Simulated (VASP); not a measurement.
Given:

```xyz
6
Lattice="1.5852 -2.7457 0.0000 1.5852 2.7457 0.0000 0.0000 0.0000 12.3577" Properties=species:S:1:pos:R:3 pbc="T T T"
W      1.5852     0.9152     3.0894
W      1.5852    -0.9152     9.2683
S      1.5852     0.9152    10.8457
S      1.5852    -0.9152     4.6668
S      1.5852    -0.9152     1.5120
S      1.5852     0.9152     7.6909
```

Calculation: rev-vdW-DF2, VASP's PBE PAW potentials (set 64) (plane waves; VASP). Settings: 520 eV cut-off, 9×9×2 Γ-centred mesh, tetrahedra with Blöchl corrections, potentials W_sv S.

Task: Predict the energy per atom (σ→0).

Result: 
| Item | Value |
|---|---|
| energy per atom (σ→0) | -596.1 kJ/mol of atoms |

Total energies compare only between runs with the same potentials, cut-off and functional.

The compound is WS2 in the 2H layered structure. It was relaxed first.
